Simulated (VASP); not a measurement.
The input files of a VASP run:

File POSCAR:
```
WC
1
    1.4841000000     2.5705370000     0.0000000000
    1.4841000000    -2.5705370000     0.0000000000
    0.0000000000     0.0000000000     2.8968000000
W C
1 1
Direct
  0.0000000000   0.0000000000   0.0000000000
  0.6666670000   0.3333330000   0.5000000000
```

**KPOINTS**
```
Automatic mesh
0
Gamma
11 11 10
0 0 0
```

### INCAR
```
SYSTEM = WC
PREC = Accurate
ENCUT = 520
EDIFF = 1E-6
NELM = 100
ALGO = Normal
LREAL = .FALSE.
LASPH = .TRUE.
ISMEAR = 1
SIGMA = 0.1
GGA = PE
LMAXMIX = 6
LWAVE = .FALSE.
LCHARG = .FALSE.
ISIF = 2
```

POTCAR, in this order: W_sv C (PBE.64 set). Program: vasp_std.

Output

standard output:
```
 -----------------------------------------------------------------------------
|                                                                             |
|     EEEEEEE  RRRRRR   RRRRRR   OOOOOOO  RRRRRR      ###     ###     ###     |
|     E        R     R  R     R  O     O  R     R     ###     ###     ###     |
|     E        R     R  R     R  O     O  R     R     ###     ###     ###     |
|     EEEEE    RRRRRR   RRRRRR   O     O  RRRRRR       #       #       #      |
|     E        R   R    R   R    O     O  R   R                               |
|     E        R    R   R    R   O     O  R    R      ###     ###     ###     |
|     EEEEEEE  R     R  R     R  OOOOOOO  R     R     ###     ###     ###     |
|                                                                             |
|     ERROR: the triple product of the basis vectors is negative exchange     |
|     two basis vectors                                                       |
|                                                                             |
|       ---->  I REFUSE TO CONTINUE WITH THIS SICK JOB ... BYE!!! <----       |
|                                                                             |
 -----------------------------------------------------------------------------
```

Question: Read input and log: which fault does this run have?
A) the lattice vectors form a left-handed set
B) LEPSILON was set for a metal
C) simple mixing (IMIX = 1) with AMIX above 1 overshoots
D) ISPIN is misspelt, so the run is not spin-polarised

Answer: A, the lattice vectors form a left-handed set. VASP stops with an error: ERROR: the triple product of the basis vectors is negative exchange two basis vectors ----> I REFUSE TO CONTINUE WITH THIS SICK JOB ... BYE!!! <----

To mend it, correct POSCAR.
File POSCAR:
```
WC
1
    1.4841000000    -2.5705370000     0.0000000000
    1.4841000000     2.5705370000     0.0000000000
    0.0000000000     0.0000000000     2.8968000000
W C
1 1
Direct
  0.0000000000   0.0000000000   0.0000000000
  0.3333330000   0.6666670000   0.5000000000
```
The mended run (PBE GGA, plane waves, VASP's PBE PAW potentials (set 64)) converges, and its OSZICAR ends with
```
   1 F= -.22399095E+02 E0= -.22399188E+02  d E =0.279002E-03
```

The compound is WC in the wc structure. The cell was not relaxed at this level.
